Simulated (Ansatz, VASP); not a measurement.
# SrO in two plane-wave programs

One calculation is typed for both programs; each brings its own data sets. How far apart do they land? The cell is taken from a series of runs on this material, whose earlier steps may have relaxed, scaled, displaced or heated it; both programs get it as it stands.

Method: plane waves, with VASP 6.6.1 beside it; relaxation of cell and atoms at LDA, in Ansatz 0.2.0.

## 1. Set-up

Symmetry: Fm-3m, No. 225, cubic system. The conventional cell has a = 5.064 Å, b = 5.064 Å, c = 5.064 Å, α = 90.00°, β = 90.00°, γ = 90.00°. Nearest to Sr lie 6 O at 2.53 Å. O has 6 Sr at 2.53 Å nearest. Farther neighbours and most contacts between anions are not listed.

## 2. VASP: relaxation of cell and atoms, LDA

The relaxed volume is the usual yardstick between codes: in a stiff, nearly cubic crystal its relative difference is about their pressure difference at one cell divided by the bulk modulus.

Lines of VASP's logs that name or quote its potential files are left out, and so is its time.

INCAR

```
SYSTEM = SrO
PREC = Accurate
ENCUT = 600
EDIFF = 1E-07
NELM = 120
ISMEAR = 0
SIGMA = 0.01
LREAL = .FALSE.
ALGO = Normal
GGA = CA
NBANDS = 14
LORBIT = 11
LWAVE = .FALSE.
LCHARG = .FALSE.
ISIF = 3
IBRION = 2
NSW = 80
EDIFFG = -0.005
LASPH = .TRUE.
GGA_COMPAT = .FALSE.
NELMIN = 4
EFERMI = MIDGAP
```

POSCAR

```
SrO
1.0
    0.0000000000      2.5321970000      2.5321970000
    2.5321970000      0.0000000000      2.5321970000
    2.5321970000      2.5321970000      0.0000000000
Sr O
1 1
Direct
    0.5000000000      0.5000000000      0.5000000000
    0.0000000000      0.0000000000      0.0000000000
```

KPOINTS

```
Automatic mesh
0
Gamma
9 9 9
0 0 0
```

The projector-augmented-wave data sets are Sr_sv and O (LDA family, release 64).

On the command line:

```sh
$ mpirun -np 1 vasp_std
```

Numbers of over 12 decimals in the logs are rounded to 6 here.

The program printed:

```text
[banner, memory and clock lines left out]
running    1 mpi-ranks, on    1 nodes
 distrk:  each k-point on    1 cores,    1 groups
 distr:  one band on    1 cores,    1 groups

 POSCAR found type information on POSCAR SrO
 POSCAR found :  2 types and       2 ions
 LDA part: xc-table for (Slater(with rela. corr.)+CA(PZ))
 , standard interpolation
 POSCAR, INCAR and KPOINTS ok, starting setup
 FFT: planning ... GRIDC
 FFT: planning ... GRID_SOFT
 FFT: planning ... GRID
 WAVECAR not read
 entering main loop
       N       E                     dE             d eps       ncg     rms          rms(c)
DAV:   1     0.686973374675E+02    0.68697E+02   -0.86482E+03   980   0.121E+03
DAV:   2    -0.119059574066E+02   -0.80603E+02   -0.74204E+02  1344   0.244E+02
DAV:   3    -0.154719948005E+02   -0.35660E+01   -0.35426E+01  1396   0.452E+01
DAV:   4    -0.155849125325E+02   -0.11292E+00   -0.11290E+00  1160   0.496E+00
DAV:   5    -0.155855760877E+02   -0.66356E-03   -0.66355E-03  1308   0.404E-01    0.188E+01
DAV:   6    -0.135991058196E+02    0.19865E+01   -0.67958E+00  1004   0.211E+01    0.226E+01
DAV:   7    -0.134370258905E+02    0.16208E+00   -0.38132E-01  1154   0.549E+00    0.127E+01
DAV:   8    -0.133879831664E+02    0.49043E-01   -0.13848E-01  1232   0.354E+00    0.140E+00
DAV:   9    -0.133888476730E+02   -0.86451E-03   -0.58429E-03  1492   0.480E-01    0.290E-01
DAV:  10    -0.133887593308E+02    0.88342E-04   -0.32454E-04  1052   0.200E-01    0.150E-01
DAV:  11    -0.133887785812E+02   -0.19250E-04   -0.51231E-05  1142   0.654E-02    0.193E-02
DAV:  12    -0.133887801057E+02   -0.15245E-05   -0.40999E-06  1098   0.163E-02    0.135E-02
DAV:  13    -0.133887796684E+02    0.43728E-06   -0.17270E-06  1088   0.999E-03    0.187E-03
DAV:  14    -0.133887796855E+02   -0.17081E-07   -0.61349E-08   728   0.229E-03
   1 F= -.13388780E+02 E0= -.13388780E+02  d E =-.133888E+02
 curvature:   0.00 expect dE= 0.000E+00 dE for cont linesearch  0.000E+00
 trial: gam= 0.00000 g(F)=  0.997E-63 g(S)=  0.157E-02 ort = 0.000E+00 (trialstep = 0.100E+01)
 search vector abs. value=  0.157E-02
 bond charge predicted
       N       E                     dE             d eps       ncg     rms          rms(c)
DAV:   1    -0.134021578758E+02   -0.13378E-01   -0.25991E-01  1286   0.443E+00    0.116E+00
DAV:   2    -0.133913737590E+02    0.10784E-01   -0.34472E-02  1148   0.157E+00    0.305E-01
DAV:   3    -0.133892645399E+02    0.21092E-02   -0.42259E-03  1488   0.689E-01    0.366E-01
DAV:   4    -0.133889760047E+02    0.28854E-03   -0.16465E-03  1618   0.286E-01    0.261E-01
DAV:   5    -0.133890997074E+02   -0.12370E-03   -0.18704E-04  1554   0.909E-02    0.836E-02
DAV:   6    -0.133891358052E+02   -0.36098E-04   -0.75868E-05  1636   0.539E-02    0.158E-02
DAV:   7    -0.133891364827E+02   -0.67741E-06   -0.16645E-06  1236   0.123E-02    0.257E-03
DAV:   8    -0.133891364885E+02   -0.58326E-08   -0.71413E-08   866   0.231E-03
   2 F= -.13389136E+02 E0= -.13389136E+02  d E =-.356803E-03
 trial-energy change:   -0.000357  1 .order   -0.000359   -0.001571    0.000852
 step:   0.6483(harm=  0.6483)  dis= 0.00000  next Energy=   -13.389289 (dE=-0.509E-03)
 bond charge predicted
       N       E                     dE             d eps       ncg     rms          rms(c)
DAV:   1    -0.133908964338E+02   -0.17600E-02   -0.32191E-02  1286   0.156E+00    0.422E-01
DAV:   2    -0.133895629049E+02    0.13335E-02   -0.42269E-03  1148   0.549E-01    0.108E-01
DAV:   3    -0.133893020858E+02    0.26082E-03   -0.51884E-04  1486   0.242E-01    0.117E-01
DAV:   4    -0.133892660729E+02    0.36013E-04   -0.21835E-04  1602   0.104E-01    0.839E-02
DAV:   5    -0.133892817593E+02   -0.15686E-04   -0.20064E-05  1554   0.311E-02    0.229E-02
DAV:   6    -0.133892855370E+02   -0.37777E-05   -0.88313E-06  1658   0.192E-02    0.546E-03
DAV:   7    -0.133892856116E+02   -0.74553E-07   -0.19162E-07  1076   0.440E-03
   3 F= -.13389286E+02 E0= -.13389286E+02  d E =-.505926E-03
 curvature:  -0.32 expect dE=-0.954E-08 dE for cont linesearch -0.954E-08
 trial: gam= 0.00000 g(F)=  0.602E-60 g(S)=  0.294E-07 ort =-0.680E-05 (trialstep = 0.930E+00)
 search vector abs. value=  0.295E-07
 reached required accuracy - stopping structural energy minimisation
```

OUTCAR, selected parts (step 2):

```text
ion  position               nearest neighbor table
   1  0.500  0.500  0.500-   2 2.53   2 2.53   2 2.53   2 2.53   2 2.53   2 2.53
   2  0.000  0.000  0.000-   1 2.53   1 2.53   1 2.53   1 2.53   1 2.53   1 2.53

  LATTYP: Found a face centered cubic cell.
 ALAT       =     5.0643940000

 Subroutine GETGRP returns: Found 48 space group operations
 (whereof 48 operations were pure point group operations)

The static configuration has the point symmetry O_h .

 Found     35 irreducible k-points:

   k-points           NKPTS =     35   k-points in BZ     NKDIM =     35   number of bands    NBANDS=     14

   dimension x,y,z NGX =    30 NGY =   30 NGZ =   30
   dimension x,y,z NGXF=    60 NGYF=   60 NGZF=   60

   ENCUT  =  600.0 eV  44.10 Ry    6.64 a.u.   7.15  7.15  7.15*2*pi/ulx,y,z

   NELECT =      16.0000    total number of electrons

 k-points in reciprocal lattice and weights: Automatic mesh
   0.00000000  0.00000000  0.00000000       0.001
   0.11111111  0.00000000  0.00000000       0.011
   0.22222222  0.00000000  0.00000000       0.011
   0.33333333  0.00000000  0.00000000       0.011
   0.44444444  0.00000000  0.00000000       0.011
   0.11111111  0.11111111  0.00000000       0.008
   0.22222222  0.11111111  0.00000000       0.033
   0.33333333  0.11111111  0.00000000       0.033
   0.44444444  0.11111111  0.00000000       0.033
[...]
-0.33333333  0.44444444  0.11111111       0.033
  -0.33333333  0.44444444  0.22222222       0.033

 average (electrostatic) potential at core
       1 -35.9607       2 -71.7308

 E-fermi :   3.0989

 k-point     1 :       0.0000    0.0000    0.0000
  band No.  band energies     occupation
    ...
      4     -12.1037      2.00000
      5     -12.1037      2.00000
      6       1.5347      2.00000
      7       1.5347      2.00000
      8       1.5347      2.00000
      9       5.6160      0.00000
     10       7.7197      0.00000
     11       7.7197      0.00000
     12       7.7197      0.00000
     13      10.0346      0.00000
    ...

 k-point     2 :       0.1111    0.0000    0.0000
  band No.  band energies     occupation
    ...
      4     -12.1148      2.00000
      5     -11.8075      2.00000
      6       1.1403      2.00000
      7       1.3600      2.00000
      8       1.3600      2.00000
      9       6.2008      0.00000
     10       7.5814      0.00000
     11       7.9774      0.00000
     12       7.9774      0.00000
     13      10.3868      0.00000
    ...

 k-point     3 :       0.2222    0.0000    0.0000
  band No.  band energies     occupation
    ...
      4     -12.1427      2.00000
      5     -11.3496      2.00000
      6       0.3641      2.00000
      7       0.9606      2.00000
      8       0.9606      2.00000
      9       7.4476      0.00000
     10       7.5681      0.00000
     11       8.6965      0.00000
     12       8.6965      0.00000
     13      11.2926      0.00000
    ...

  Total       -0.0006379     -0.0006379     -0.0006379      0.0000000     -0.0000000      0.0000000
  in kB       -0.0312558     -0.0312558     -0.0312558      0.0000000     -0.0000000      0.0000000
  external PRESSURE =      -0.0312558 kB  Pullay stress =       0.0000000 kB

  energy-cutoff  :      600.00
  volume of cell :       32.70
      direct lattice vectors                 reciprocal lattice vectors
     0.000000000  2.538030953  2.538030953    -0.197003114  0.197003114  0.197003114
     2.538030953  0.000000000  2.538030953     0.197003114 -0.197003114  0.197003114
     2.538030953  2.538030953  0.000000000     0.197003114  0.197003114 -0.197003114

 POSITION                                       TOTAL-FORCE (eV/Angst)
 -----------------------------------------------------------------------------------
      2.53803      2.53803      2.53803         0.000000     -0.000000      0.000000
      0.00000      0.00000      0.00000        -0.000000      0.000000     -0.000000
 -----------------------------------------------------------------------------------
    total drift:                               -0.000000      0.000000      0.000000

  FREE ENERGIE OF THE ION-ELECTRON SYSTEM (eV)
  ---------------------------------------------------
  free  energy   TOTEN  =       -13.3892856116 eV

  energy  without entropy=      -13.3892856116  energy(sigma->0) =      -13.38928561

 reached required accuracy - stopping structural energy minimisation

 total charge
# of ion       s       p       d       tot
------------------------------------------
    1        2.020   5.816   0.281   8.117
    2        1.539   3.416   0.000   4.955
--------------------------------------------------
tot          3.559   9.232   0.281  13.072

[... 3 further parts left out ...]
```

The run keeps the 48 symmetry operations of its start, so it cannot find a distortion of lower symmetry.

## 3. Ansatz: relaxation of cell and atoms, LDA

Ansatz runs on its default PAW (the set named soft_2) files.

The same cell, functional (in two slightly different forms) and mesh now go to Ansatz, which takes its cutoff from its data sets.

input.yaml

```yaml
crystal:
  lattice:
    - [0.0, 2.5321974968, 2.5321974968]
    - [2.5321974968, 0.0, 2.5321974968]
    - [2.5321974968, 2.5321974968, 0.0]
  atoms:
    - { symbol: Sr, position: [0.5, 0.5, 0.5] }
    - { symbol: O, position: [0.0, 0.0, 0.0] }
kpoints:
  mp_grid: { grid: [9, 9, 9] }
hamiltonian:
  xc: lda
scf:
  occupations: { method: fixed }
output:
  forces: true
  stress: true
  eigenvalues: true
relax:
  adjacent_minimum: "off"
  f_tol: 0.001
  max_steps: 60
  cell: { stress_tol: 0.01 }
```

On the command line:

```sh
$ ansatz run input.yaml --threads 4 --pin off --max-ram 16384MiB --backend cpu --events-out ev --progress --plain --runs-dir out
```

The program printed:

```text
Engine: ansatz 0.2.0, aarch64-unknown-linux-gnu
Pseudopotentials: kind: paw
Pseudopotential: Sr, paw, valence charge 10, recommended cutoff 420 eV (normal), Sr.paw.azcp
Pseudopotential: O, paw, valence charge 6, recommended cutoff 420 eV (normal), O.paw.azcp
Functional definition: SPW92
  exchange = slater_x
  correlation = pw_c
Crystal: 2 atoms, lattice volume = 32.473 Å³
Basis set: ecut = 420 eV, 609 PW (Γ)
Bands: 12, of which v1, the nominal top of the filled ones, is band 8 counted from 1 (7 counted from 0)
Symmetry: 48 space group operations
Space group: Fm-3m (ITA 225), of the structure as read, at distance tolerance 3.2e-5 Å
k-points: 35 of 729
Non-local potential: Sr, projectors of the file, l = 0: 3, l = 1: 2, l = 2: 2
Non-local potential: O, projectors of the file, l = 0: 2, l = 1: 2, l = 2: 1
PAW form: soft (Blöchl's): semilocal exchange-correlation on the pseudo side does not see the compensation charge
PAW frozen core: Sr, regenerated for the run's functional, and the local potential with it (the file was generated under x = pbe(κ = 0.804, μ = 0.219515), c = pbe(β = 0.066725))
PAW frozen core: O, regenerated for the run's functional, and the local potential with it (the file was generated under x = pbe(κ = 0.804, μ = 0.219515), c = pbe(β = 0.066725))
PAW one-centre angular grid: Sr, 110 points (default); XC on 64 Gauss nodes
PAW one-centre angular grid: O, 110 points (default); XC on 64 Gauss nodes
Initial density: superposition of atomic densities (neutral atoms: chi_scale 0, normalization atom), corrected by the library's trained network
Initial wavefunctions: pseudopotential atomic-orbital guess
Functional: x = slater, c = lda
SCF iter   1: F=—  HF=-4002.849110 eV  |F-HF|=—  |Δ(HF+E_count)|=         —  Δρ=1.64e-2  dr2=8.87e-2  ethr=1.77e-3  ⟨swp⟩=5.9  Hψ=2710  notcnv=0  defer=64
preconditioner: auto → none  [insulator: Δε(μ)=2.902 eV  Ē_g=16.089 eV  n_scr=8 (ndim 8)  ℏωp=24.4 eV  f_vac=0.000  ε∞_Penn≈3.3]
SCF iter   2: F=—  HF=-4002.847862 eV  |F-HF|=—  |Δ(HF+E_count)|=   1.25e-3  Δρ=1.72e-2  dr2=7.95e-2  ethr=5.55e-4  ⟨swp⟩=2.0  Hψ=918  notcnv=0  defer=68
SCF iter   3: F=—  HF=-4002.829268 eV  |F-HF|=—  |Δ(HF+E_count)|=   1.86e-2  Δρ=2.16e-3  dr2=6.47e-4  ethr=4.97e-4  ⟨swp⟩=2.0  Hψ=589  notcnv=0  defer=63
SCF iter   4: F=—  HF=-4002.829068 eV  |F-HF|=—  |Δ(HF+E_count)|=   2.00e-4  Δρ=3.02e-4  dr2=1.09e-5  ethr=4.04e-6  ⟨swp⟩=2.3  Hψ=658  notcnv=0  defer=68
SCF iter   5: F=—  HF=-4002.829063 eV  |F-HF|=—  |Δ(HF+E_count)|=   4.44e-6  Δρ=8.06e-5  dr2=9.71e-7  ethr=6.79e-8  ⟨swp⟩=2.1  Hψ=688  notcnv=0  defer=24
SCF iter   6: F=-4002.829063 eV  HF=-4002.829063 eV  |F-HF|=4.18e-8  |Δ(HF+E_count)|=   3.03e-7  Δρ=2.16e-5  dr2=7.06e-8  ethr=6.25e-10  ⟨swp⟩=8.2  Hψ=2618  notcnv=0
SCF 1 converged in 6 iterations: F = -4002.829063 eV  dr2 = 7.06e-8
  greatest PAW one-centre occupation: 0.987 electrons in one spin orbital (limit 2), on the Sr atom at site 0 (counted from 0), in its partial waves of l = 0
relax step   1: F+E_penalty+E_count = -4002.82906299 eV  Δ(F+E_penalty+E_count) = +0.000e0 eV  max|allowed force component| = 5.752e-30 eV/Å  Δτ_max = 0.0000 Å  P = -0.010 GPa  Ω = 32.473 Å³  (6 SCF iters, dr2 threshold 1.00e-7 eV, accepted)
[...]
relax step   2: F+E_penalty+E_count = -4002.82908243 eV  Δ(F+E_penalty+E_count) = -1.944e-5 eV  max|allowed force component| = 3.221e-30 eV/Å  Δτ_max = 0.0000 Å  P = +0.011 GPa  Ω = 32.467 Å³  energy of the carried Pulay correction = +1.944e-5 eV  (5 SCF iters, dr2 threshold 2.51e-10 eV, accepted)
[...]
relax step   3: F+E_penalty+E_count = -4002.82907252 eV  Δ(F+E_penalty+E_count) = +9.908e-6 eV  max|allowed force component| = 6.212e-30 eV/Å  Δτ_max = 0.0000 Å  P = +0.000 GPa  Ω = 32.470 Å³  energy of the carried Pulay correction = +9.429e-6 eV  (4 SCF iters, dr2 threshold 2.83e-10 eV, accepted)
[...]
relax step   4: F+E_penalty+E_count = -4002.82907252 eV  Δ(F+E_penalty+E_count) = -1.864e-11 eV  max|allowed force component| = 1.004e-29 eV/Å  Δτ_max = 0.0000 Å  P = -0.000 GPa  Ω = 32.470 Å³  stress off target by 5.51e-5 GPa  SCF on the basis re-selected at this cell (its energy is not comparable with the rows above)  (6 SCF iters)
basis re-selected at this cell: Δ(F+E_penalty+E_count) = -1.864e-11 eV, ΔP = -0.000 GPa vs the last step (what re-selecting the basis moved, of the pressure what is left beyond the Pulay correction that the steps carried, after the strain that the cell walked since its last selection, with what the two solves' SCF thresholds leave and, on support functions, any second-order correction that the steps lacked; it is no  [...]
SCF converged after 6 iterations
Free energy (F): -4002.829073 eV
Harris-Foulkes:  -4002.829073 eV  (|F-HF|=4.55e-13)
Internal energy: -4002.829073 eV  (E = F + TS)
E sigma→0 (E₀):  -4002.829073 eV
Fermi energy:    8.033993 eV
--- Per-component energies (eV) ---
  E_band       = -53.250282
  E_kinetic    = 423.141073
  E_local      = -845.071965  (includes V_loc(G=0)·N_el)
  E_nonlocal   = 256.349839
  E_hartree    = 225.141746
  E_xc         = -246.437921
  E_vxc        = -258.106351  (∫ρ·V_xc dr)
  E_paw        = -2743.946389  (= ΣΔE_a)
  E_vpaw       = -79.848866  (= ΣTr[D̂ρ^β])
  E_aug_tail   = 0.002493  (compensation charges beyond the density's cutoff)
  E_ewald      = -1072.399006
  E_core_change = 0.391057  (= ΣΔE_core)
  E_smearing   = -0.000000  (= −TS)
  E_closure    = -0.000000  (closes the sum)
  Σ components = -4002.829073   (vs F -4002.829073, Δ=0.00e0)
--- Forces (eV/Å), atoms counted from 1 ---
  atom   1  Sr     0.00000000    -0.00000000    -0.00000000
  atom   2  O     -0.00000000     0.00000000     0.00000000
  max |Σ_I F_I| component: 1.99e-29 eV/Å
--- Stress (GPa, compression-positive) ---
       -0.000055      -0.000000       0.000000
       -0.000000      -0.000055       0.000000
       -0.000000      -0.000000      -0.000055
  P = ⅓ Tr σ = -0.0001 GPa (-0.001 kbar)
--- Band table (eV; the first three rows and the last of 35) ---
  k-point 0: bands = [... 4 lower, -5.5112, 8.0340, 8.0340, 8.0340, 12.1772, 14.2988, 14.2988, 14.2988]
  k-point 1: bands = [... 4 lower, -5.2269, 7.6419, 7.8620, 7.8620, 12.7637, 14.1469, 14.5553, 14.5553]
  k-point 2: bands = [... 4 lower, -4.7764, 6.8705, 7.4691, 7.4691, 14.0064, 14.1258, 15.2729, 15.2729]
  k-point 34: bands = [... 4 lower, -4.8859, 6.8228, 7.5495, 7.6771, 13.6043, 14.6877, 17.1001, 19.3319]
--- Relaxed structure (3 steps of the walk, 3 accepted, 1 SCFs on fresh bases) ---
  F+E_penalty+E_count = -4002.82907252 eV   max|allowed force component| = 1.004e-29 eV/Å   (the final SCF, on the basis selected at the relaxed cell)
  cell:  # Å, volume = 32.4702 Å³
    - [0, 2.532123, 2.532123]
    - [2.532123, 0, 2.532123]
    - [2.532123, 2.532123, 0]
  atoms:
    - { symbol: Sr, position: [0.5, 0.5, 0.5] }
    - { symbol: O, position: [0, 0, 0] }
```

## 4. Side by side

Known differences besides the potentials themselves: the two LDA forms differ slightly; fixed occupations in Ansatz, narrow Gaussian smearing in VASP; the cutoff is 420 eV in Ansatz and 600 eV in VASP; VASP's log shows a relativistic correction to its local exchange, Ansatz's none; Ansatz adds a Pulay correction to the stress that steers its cell, VASP none. Total energies have different zeros and are not compared.

Compared:

```csv
quantity,Ansatz,VASP,difference
volume (Å³),32.47,32.70,-0.70 %
"edge a after relaxation, in the typed setting (Å)",3.581,3.589,-0.23 %
```

## 5. Summary of results

```json
{"difference in volume (relaxation of cell and atoms, LDA)": "-0.70 %"}
```

What this shows: The difference in volume is -0.70 % (relaxation of cell and atoms, LDA), within the 1.2 % picked in this series as the mark of a large difference, as far as the stopping tolerances let one tell. How closely two codes agree says nothing of how well the functional describes the real material.

[Lines on the potential files, build, host, timing and source positions are cut from VASP's logs without a mark.]

[Logs are printed without paths, hosts, clocks, repeated set-up lines and the standing remarks that a program may print on its own settings, such as how far it seeks lower states.]

[Hosts, paths, dates, database ids (printed as entryN), source tags and the programs' standing remarks are cut or masked in the printed files.]
